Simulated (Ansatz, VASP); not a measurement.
# AlN (AlN (P6_3mc)): VASP beside Ansatz

Aim: how closely do two programs agree when they are given the same cell, functional and k mesh? The cell is taken from a series of runs on this material, whose earlier steps may have relaxed, scaled, displaced or heated it; both programs get it as it stands.

Method: plane waves, with VASP 6.6.1 beside it; single point at HSE06, in Ansatz 0.2.0.

## (1) Starting point

Symmetry: P6_3mc, No. 186, hexagonal system. Conventional cell: a = 3.130 Å, b = 3.130 Å, c = 5.018 Å, α = 90.00°, β = 90.00°, γ = 120.00°. Nearest to Al lie 4 N at 1.90 to 1.91 Å. Nearest to N lie 4 Al at 1.90 to 1.91 Å. Farther neighbours and most contacts between anions are not listed.

Structure file:

```cif
data_structure
_symmetry_space_group_name_H-M 'P 1'
_symmetry_Int_Tables_number 1
_cell_length_a 7.3875
_cell_length_b 7.3875
_cell_length_c 5.9143
_cell_angle_alpha 125.192
_cell_angle_beta 125.192
_cell_angle_gamma 94.429
_cell_volume 170.32
loop_
_atom_site_label
_atom_site_type_symbol
_atom_site_fract_x
_atom_site_fract_y
_atom_site_fract_z
_atom_site_occupancy
Al1 Al 0.33295 0.16628 0.50000 1
Al2 Al 0.33295 0.66628 0.00000 1
Al3 Al 0.83295 0.16628 0.00000 1
Al4 Al 0.83295 0.66628 0.50000 1
Al5 Al 0.41628 0.08295 0.00000 1
Al6 Al 0.41628 0.58295 0.50000 1
Al7 Al 0.91628 0.08295 0.50000 1
Al8 Al 0.91628 0.58295 0.00000 1
N9 N 0.02372 0.35705 0.00000 1
N10 N 0.02372 0.85705 0.50000 1
N11 N 0.52372 0.35705 0.50000 1
N12 N 0.52372 0.85705 0.00000 1
N13 N 0.10705 0.27372 0.50000 1
N14 N 0.10705 0.77372 0.00000 1
N15 N 0.60705 0.27372 0.00000 1
N16 N 0.60705 0.77372 0.50000 1
```

## (2) Ansatz: single point, HSE06

Ansatz runs on its default PAW (the set named soft_2) files.

A single point gives forces, pressure and levels at one fixed geometry, so differences don't come from the geometry; what else differs is listed under the comparison.

Input file input.yaml:

```yaml
crystal:
  lattice:
    - [-4.6953534, 2.71086355, 5.01800696]
    - [4.6953534, -2.71086355, 5.01800696]
    - [1.5651178, 2.71086355, -5.01800696]
  atoms:
    - { symbol: Al, position: [0.332948327, 0.16628166, 0.5] }
    - { symbol: Al, position: [0.332948327, 0.66628166, -1.166929741753e-17] }
    - { symbol: Al, position: [0.832948327, 0.16628166, -1.504471754957e-16] }
    - { symbol: Al, position: [0.832948327, 0.66628166, 0.5] }
    - { symbol: Al, position: [0.41628166, 0.082948327, -7.512284272429e-17] }
    - { symbol: Al, position: [0.41628166, 0.582948327, 0.5] }
    - { symbol: Al, position: [0.91628166, 0.082948327, 0.5] }
    - { symbol: Al, position: [0.91628166, 0.582948327, 7.953982350487e-17] }
    - { symbol: "N", position: [0.02371834, 0.357051673, 3.914142018905e-17] }
    - { symbol: "N", position: [0.02371834, 0.857051673, 0.5] }
    - { symbol: "N", position: [0.52371834, 0.357051673, 0.5] }
    - { symbol: "N", position: [0.52371834, 0.857051673, -1.947739722006e-16] }
    - { symbol: "N", position: [0.107051673, 0.27371834, 0.5] }
    - { symbol: "N", position: [0.107051673, 0.77371834, -1.194496394292e-16] }
    - { symbol: "N", position: [0.607051673, 0.27371834, 1.932823864893e-17] }
    - { symbol: "N", position: [0.607051673, 0.77371834, 0.5] }
basis:
  ecutwfc: 420.0
  ecutrho_ratio: 4
  xc_grid: 2
  fft_grid_basis: typed
  precision: f64
kpoints:
  mp_grid: { grid: [2, 2, 2] }
  band_path: { path: [VBM, CBM], npoints: 1 }
hamiltonian:
  xc: hse06
  pseudopotentials: { kind: paw }
scf:
  max_iter: 120
  occupations: { method: fermi_dirac, width: 0.01 }
output:
  forces: true
checkpoint:
  write: "../host.point.run"
  compress: false
  write_wavefunctions: true
  write_every: 100000
```

The run is started by

```console
> ansatz run input.yaml --threads 4 --pin off --max-ram 7536MiB --backend cpu --events-out ev --progress --plain --runs-dir out
```

Numbers of over 12 decimals in the logs are rounded to 6 here.

The program printed:

```text
exact exchange: scf.exx.singularity resolves to wigner_seitz, which cuts the screened interaction at the faces of the exchange supercell's Wigner-Seitz cell, so that each pair interacts once, at the shortest of its separations (the periodic images that this leaves out come, for a point-like exchange hole, to about 0.001 eV on a filled level). The cut falls within the interaction's reach, and what an exchange supercel [...]
Engine: ansatz 0.2.0, aarch64-unknown-linux-gnu
Pseudopotentials: kind: paw
Pseudopotential: Al, paw, valence charge 3, recommended cutoff 420 eV (normal), Al.paw.azcp
Pseudopotential: N, paw, valence charge 5, recommended cutoff 420 eV (normal), N.paw.azcp
Functional definition: HSE06
  parameter a = 0.25
  parameter omega = 0.11/bohr
  exchange = pbe_x - a*pbe_x_sr(omega) + a*exact_x_sr(omega)
  correlation = pbe_c
Crystal: 16 atoms, lattice volume = 170.324 Å³
Basis set: ecut = 420 eV, 3357 PW (Γ), exchange–correlation on 100×100×80 points (8 copies of the dense FFT grid, shifted against one another)
Bands: 48, of which v1, the nominal top of the filled ones, is band 32 counted from 1 (31 counted from 0)
Symmetry: 16 space group operations
Space group: P63mc (ITA 186), of the structure as read, at distance tolerance 5.5e-5 Å
k-points: 5 of 8
Non-local potential: Al, projectors of the file, l = 0: 2, l = 1: 2, l = 2: 1
Non-local potential: N, projectors of the file, l = 0: 2, l = 1: 2, l = 2: 1
PAW form: soft (Blöchl's): semilocal exchange-correlation on the pseudo side does not see the compensation charge
PAW frozen core: Al, regenerated for the run's functional, and the local potential with it (the file was generated under x = pbe(κ = 0.804, μ = 0.219515), c = pbe(β = 0.066725))
PAW frozen core: N, regenerated for the run's functional, and the local potential with it (the file was generated under x = pbe(κ = 0.804, μ = 0.219515), c = pbe(β = 0.066725))
PAW one-centre angular grid: Al, 110 points (default); XC on 64 Gauss nodes
PAW one-centre angular grid: N, 110 points (default); XC on 64 Gauss nodes
Initial density: superposition of atomic densities (neutral atoms: chi_scale 0, normalization atom), corrected by the library's trained network
Initial wavefunctions: pseudopotential atomic-orbital guess
Functional: x = pbe(κ = 0.804, μ = 0.219515), c = pbe(β = 0.066725), warm-up for x = pbe(κ = 0.804, μ = 0.219515) + 0.25 (exact − pbe) at short range (hse, ω = 0.207870 Å⁻¹), c = pbe(β = 0.066725); HSE06 as pw.x's `hse` composes it (authors' and Libxc's form: `xc: wpbeh`)
SCF iter   1: F=—  HF=-7393.865569 eV  |F-HF|=—  |Δ(HF+E_count)|=         —  Δρ=1.29e-3  dr2=2.08e-3  ethr=1.77e-3  ⟨swp⟩=9.6  Hψ=1355  notcnv=0
preconditioner: auto → none  [insulator: Δε(μ)=4.032 eV  Ē_g=12.982 eV  σ=0.010 eV  W_gap=1.00  n_scr=34 (ndim 8)  ℏωp=22.8 eV  f_vac=0.000  D(μ)=0.00/eV (n_scr^D=0)]
iter 2 solved again at ethr=2.26e-7 eV; its pass at ethr=3.25e-6 eV (dr2=1.45e-4 eV) is discarded
SCF iter   2: F=-7393.868058 eV  HF=-7393.867785 eV  |F-HF|=2.73e-4  |Δ(HF+E_count)|=   2.22e-3  Δρ=5.06e-4  dr2=1.47e-4  ethr=2.26e-7  ⟨swp⟩=2.8  Hψ=1339  notcnv=0  defer=3
SCF 1 stopped early in 2 iterations: F = -7393.868058 eV  dr2 = 1.47e-4
  greatest PAW one-centre occupation: 0.786 electrons in one spin orbital (limit 2), on the N atom at site 15 (counted from 0), in its partial waves of l = 0
Initial density: handed on by an earlier stage of this run
Initial wavefunctions: those handed on with the density
Functional: x = pbe(κ = 0.804, μ = 0.219515) + 0.25 (exact − pbe) at short range (hse, ω = 0.207870 Å⁻¹), c = pbe(β = 0.066725); HSE06 as pw.x's `hse` composes it (authors' and Libxc's form: `xc: wpbeh`)
Exchange kernel: α = 0.2500, screened, ω = 0.2079 Å⁻¹, Wigner–Seitz truncation, v(0) = 962.2548 eV·Å³, q-mesh 2×2×2, nearest image of the exchange supercell L = 11.83 Å, pair-density grid 32×40×36, without the augmentation charges, whose exchange is taken in its separable form by FFT convolution over the k-point mesh (the finest that the files' search goes to), smooth part of the exact exchange by density-matrix convolution
Frozen-core exchange: fock
SCF iter   1: F=—  HF=-7397.508852 eV  |F-HF|=—  |Δ(HF+E_count)|=         —  Δρ=6.57e-3  dr2=3.40e-2  ethr=2.30e-6  ⟨swp⟩=9.6  Hψ=1342  notcnv=0
preconditioner: auto → none  [insulator: Δε(μ)=5.346 eV  Ē_g=14.963 eV  σ=0.010 eV  W_gap=1.00  n_scr=34 (ndim 8)  ℏωp=22.8 eV  f_vac=0.000  D(μ)=0.00/eV (n_scr^D=0)]
SCF iter   2: F=—  HF=-7397.496569 eV  |F-HF|=—  |Δ(HF+E_count)|=   1.23e-2  Δρ=2.89e-3  dr2=9.51e-3  ethr=2.30e-6  ⟨swp⟩=3.0  Hψ=694  notcnv=0
SCF iter   3: F=—  HF=-7397.493639 eV  |F-HF|=—  |Δ(HF+E_count)|=   2.93e-3  Δρ=2.68e-4  dr2=1.97e-3  ethr=2.30e-6  ⟨swp⟩=3.8  Hψ=702  notcnv=0
SCF iter   4: F=—  HF=-7397.513938 eV  |F-HF|=—  |Δ(HF+E_count)|=   2.03e-2  Δρ=5.12e-4  dr2=3.53e-4  ethr=1.62e-7  ⟨swp⟩=5.0  Hψ=972  notcnv=0
SCF iter   5: F=—  HF=-7397.513861 eV  |F-HF|=—  |Δ(HF+E_count)|=   7.71e-5  Δρ=4.32e-5  dr2=3.09e-5  ethr=1.62e-7  ⟨swp⟩=3.0  Hψ=497  notcnv=0
SCF iter   6: F=—  HF=-7397.514097 eV  |F-HF|=—  |Δ(HF+E_count)|=   2.36e-4  Δρ=7.16e-5  dr2=1.18e-5  ethr=3.16e-9  ⟨swp⟩=5.2  Hψ=886  notcnv=0
SCF iter   7: F=-7397.514094 eV  HF=-7397.514094 eV  |F-HF|=2.81e-7  |Δ(HF+E_count)|=   3.15e-6  Δρ=7.30e-6  dr2=6.89e-7  ethr=3.16e-9  ⟨swp⟩=4.0  Hψ=622  notcnv=0
SCF 2 stopped early in 7 iterations: F = -7397.514094 eV  dr2 = 6.89e-7
  Residual-converged pass: ⟨swp⟩=3.0  Hψ=534  notcnv=0  max |occ|·‖R‖ = 4.4e-6 eV (tolerance 6.7e-6 eV)  dr2=6.93e-7  dr2_onsite=5.71e-9  max |Δocc| = 0.0e0
hybrid outer 1: dexx = +2.272e-2 eV, tail = 2.49e-5 eV
Exchange kernel: α = 0.2500, screened, ω = 0.2079 Å⁻¹, Wigner–Seitz truncation, v(0) = 962.2548 eV·Å³, q-mesh 2×2×2, nearest image of the exchange supercell L = 11.83 Å, pair-density grid 32×40×36, without the augmentation charges, whose exchange is taken in its separable form by FFT convolution over the k-point mesh (the finest that the files' search goes to), smooth part of the exact exchange by density-matrix convolution
Frozen-core exchange: fock
SCF iter   1: F=—  HF=-7397.514060 eV  |F-HF|=—  |Δ(HF+E_count)|=         —  Δρ=2.14e-5  dr2=2.69e-7  ethr=1.94e-7  ⟨swp⟩=6.0  Hψ=666  notcnv=0
preconditioner: auto → none  [insulator: Δε(μ)=5.394 eV  Ē_g=14.975 eV  σ=0.010 eV  W_gap=1.00  n_scr=34 (ndim 8)  ℏωp=22.8 eV  f_vac=0.000  D(μ)=0.00/eV (n_scr^D=0)]
SCF iter   2: F=—  HF=-7397.514060 eV  |F-HF|=—  |Δ(HF+E_count)|=   4.03e-7  Δρ=7.12e-6  dr2=3.78e-8  ethr=3.88e-10  ⟨swp⟩=4.4  Hψ=654  notcnv=0  defer=1
SCF iter   3: F=-7397.514061 eV  HF=-7397.514060 eV  |F-HF|=6.06e-9  |Δ(HF+E_count)|=   2.24e-8  Δρ=2.81e-6  dr2=5.34e-9  ethr=4.98e-11  ⟨swp⟩=4.2  Hψ=507  notcnv=0  defer=8
SCF 3 converged in 3 iterations: F = -7397.514061 eV  dr2 = 5.34e-9
  Residual-converged pass: ⟨swp⟩=3.0  Hψ=556  notcnv=0  max |occ|·‖R‖ = 7.9e-7 eV (tolerance 1.3e-6 eV)  dr2=5.05e-9  dr2_onsite=3.10e-9  max |Δocc| = 0.0e0
hybrid outer 2: dexx = +2.718e-7 eV, tail = 2.22e-8 eV, Δε = 7.34e-4 eV (about 2.34e-5 eV left of the loop's levels), ΔF = 8.94e-5 eV/Å (tail 1.42e-4)
NSCF: frozen V_eff on 46 k-points
NSCF: frozen V_eff on 46 k-points
[...]
hybrid SCF converged: 2 outer / 10 inner (+2 warm-up), last move |dexx| = 2.72e-7 eV, tail = 2.22e-8 eV
Stability not checked: this state was not tested for a lower state beside it, because the functional holds exact exchange (a hybrid, or Hartree-Fock), whose exchange loop this test does not read (fock_operator; see scf.lower_state_search)
Free energy (F): -7397.514061 eV
Frozen-core exchange: fock
Harris-Foulkes:  -7397.514061 eV  (|F-HF|=6.06e-9)
Internal energy: -7397.514061 eV  (E = F + TS)
E sigma→0 (E₀):  -7397.514061 eV
Fermi energy:    8.739159 eV
--- Per-component energies (eV) ---
  E_band       = 22.211360
  E_kinetic    = 1273.851235
  E_local      = -1803.903469  (includes V_loc(G=0)·N_el)
  E_nonlocal   = 431.934542
  E_hartree    = 629.571311
  E_xc         = -659.412714
  E_vxc        = -693.754277  (∫ρ·V_xc dr)
  E_exx        = -142.875772  (= α·E_x^exact, valence–valence)
  E_paw        = -4773.947868  (= ΣΔE_a)
  E_vpaw       = -159.307244  (= ΣTr[D̂ρ^β])
  E_aug_tail   = 0.000775  (compensation charges beyond the density's cutoff)
  E_ewald      = -2352.196128
  E_core_change = -0.535958  (= ΣΔE_core)
  E_smearing   = -0.000000  (= −TS)
  E_closure    = -0.000014  (closes the sum)
  Σ components = -7397.514061   (vs F -7397.514061, Δ=9.09e-13)
--- Forces (eV/Å), atoms counted from 1 ---
  atom   1  Al     0.00272538    -0.00157350    -0.00990753
  atom   2  Al     0.00272538    -0.00157350    -0.00990753
  atom   3  Al     0.00272538    -0.00157350    -0.00990753
  atom   4  Al     0.00272538    -0.00157350    -0.00990753
  atom   5  Al    -0.00272538     0.00157350    -0.00990753
  atom   6  Al    -0.00272538     0.00157350    -0.00990753
  atom   7  Al    -0.00272538     0.00157350    -0.00990753
  atom   8  Al    -0.00272538     0.00157350    -0.00990753
  atom   9  N      0.01360649    -0.00785571     0.00990856
  atom  10  N      0.01360649    -0.00785571     0.00990856
  atom  11  N      0.01360649    -0.00785571     0.00990856
  atom  12  N      0.01360649    -0.00785571     0.00990856
  atom  13  N     -0.01360649     0.00785571     0.00990856
  atom  14  N     -0.01360649     0.00785571     0.00990856
  atom  15  N     -0.01360649     0.00785571     0.00990856
  atom  16  N     -0.01360649     0.00785571     0.00990856
  max |Σ_I F_I| component: 8.23e-6 eV/Å
--- Band table (eV; the first three rows and the last of 5) ---
  k-point 0: bands = [... 28 lower, 5.2925, 5.8145, 5.8164, 6.0424, 11.4359, 12.6174, 12.6174, 12.6174, ... 7 higher]
  k-point 1: bands = [... 28 lower, 4.9245, 4.9245, 4.9245, 4.9245, 13.0620, 13.0620, 13.9007, 13.9007, ... 7 higher]
  k-point 2: bands = [... 28 lower, 5.3616, 5.3616, 5.3845, 5.3845, 13.3686, 13.3686, 13.5278, 13.5278, ... 7 higher]
  k-point 4: bands = [... 28 lower, 5.4523, 5.4523, 5.4524, 5.4524, 12.6162, 12.6162, 13.1309, 13.1309, ... 7 higher]
  guard bands above this table: 5 of the run's 48 bands. The solve was not asked for them (output.publish_guard_bands: true or output.eigenvalues: true publishes all)
```

In the SCF lines HF is the Harris–Foulkes energy and dr2 the Hartree energy of the density residual, in eV; the loop may stop once dr2 is under the threshold and the program's other checks hold. Hψ counts applications of the Hamiltonian.

[end of part 1 of 2]

[Lines on the potential files, build, host, timing and source positions are cut from VASP's logs without a mark.]

[Logs are printed without paths, hosts, clocks, repeated set-up lines and the standing remarks that a program may print on its own settings, such as how far it seeks lower states.]

[Hosts, paths, dates, database ids (printed as entryN), source tags and the programs' standing remarks are cut or masked in the printed files.]
